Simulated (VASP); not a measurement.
LuTiO:

```
CELL_PARAMETERS angstrom
3.32228 0.00000 0.00000
0.00000 3.32228 0.00000
0.00000 0.00000 7.91201
ATOMIC_POSITIONS crystal
Lu 0.75000 0.75000 0.38386
Lu 0.25000 0.25000 0.61614
Ti 0.25000 0.25000 0.17918
Ti 0.75000 0.75000 0.82082
O 0.75000 0.25000 0.50000
O 0.25000 0.75000 0.50000
```

The cell was built by a generator and needn't be a form met in nature.

- Program: VASP 6.6.1
- Task: relaxation of cell and atoms
- Functional: revPBE
- Potentials or basis: VASP PAW PBE potentials, release 64 (Lu, Ti_sv, O)
- Cutoff: 600 eV
- k mesh: 5 × 5 × 3
- Occupations: fermi-dirac, width 0.1 eV
- Spin: no spin polarisation

At the start: pressure 76.8 GPa; volume 14.55 Å³/atom.

How do energy, volume and symmetry change on relaxing?

Over 28 steps the energy falls by 2098.1 meV/atom and the volume is 19.12 Å³/atom (+31.3 %); space group P4/nmm (No. 129, to 0.05 Å).

The path:
```tsv
step	energy change (eV)	largest force (eV/Å)	pressure (GPa)	volume (Å³)
1	0.0000	10.2012	76.81	87.33
2	2.1152	4.2641	-18.63	208.31
3	-7.7028	3.7535	-4.83	126.75
4	-7.8676	3.2821	-1.92	122.46
5	-7.9227	3.1291	1.64	118.26
6	-9.1126	2.6947	-1.54	124.04
7	-9.9429	2.1444	-4.76	134.40
8	-10.8867	2.6879	1.94	123.62
9	-11.0278	3.9415	8.00	117.66
10	-11.3807	3.6666	7.46	116.93
11	-12.1265	2.3449	6.17	114.77
12	-11.1682	2.3236	4.44	110.51
13	-12.2544	1.4792	5.80	113.76
14	-12.4382	0.6824	1.25	117.51
15	-12.4785	0.1502	-1.73	120.43
16	-12.5130	0.1627	-1.48	119.55
17	-12.5677	0.1952	-0.36	116.96
18	-12.5700	0.2518	-0.14	116.32
19	-12.5753	0.2226	-0.09	115.98
20	-12.5847	0.1375	0.05	114.97
21	-12.5745	0.3534	0.45	112.95
22	-12.5858	0.1160	0.18	114.48
23	-12.5881	0.0467	0.01	114.70
24	-12.5885	0.0099	-0.10	114.83
25	-12.5886	0.0337	0.04	114.60
26	-12.5886	0.0290	0.06	114.64
27	-12.5886	0.0244	0.04	114.67
28	-12.5887	0.0068	-0.03	114.69
```

Final structure:
```cif
data_structure
_symmetry_space_group_name_H-M 'P 1'
_symmetry_Int_Tables_number 1
_cell_length_a 3.8059
_cell_length_b 3.8059
_cell_length_c 7.9182
_cell_angle_alpha 90.000
_cell_angle_beta 90.000
_cell_angle_gamma 90.000
_cell_volume 114.69
loop_
_atom_site_label
_atom_site_type_symbol
_atom_site_fract_x
_atom_site_fract_y
_atom_site_fract_z
_atom_site_occupancy
Lu1 Lu 0.75000 0.75000 0.36097 1
Lu2 Lu 0.25000 0.25000 0.63903 1
Ti1 Ti 0.25000 0.25000 0.04634 1
Ti2 Ti 0.75000 0.75000 0.95366 1
O1 O 0.75000 0.25000 0.50000 1
O2 O 0.25000 0.75000 0.50000 1
```

Caveat: the volume moved by over 15 % at a fixed basis, so the end points are rough; the PAW data sets were made with another functional, which shifts forces and pressure a little.
